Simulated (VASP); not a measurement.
Input:

```
Ta
1.0
   -1.66011     1.66011     1.66011
    1.66011    -1.66011     1.66011
    1.66011     1.66011    -1.66011
Ta
1
Cartesian
  0.00000   0.00000   0.00000
```

These are PBE GGA with D3 dispersion (Becke-Johnson damping), VASP's PBE PAW potentials (set 64) (plane waves; VASP) values and carry that method's errors. Run with 520 eV cut-off, 16×16×16 Γ-centred mesh, first-order Methfessel-Paxton smearing of 0.10 eV, potentials Ta_pv.

Task: Give the stress tensor in GPa (positive for a compressed cell).

Result: 
```
-5.76   0.00   0.00
 0.00  -5.76   0.00
 0.00   0.00  -5.76
```
The pressure is its mean diagonal, -5.76 GPa.

The compound is Ta in the bcc structure. This cell is one point of a volume scan, at 1.03 of the reference volume.
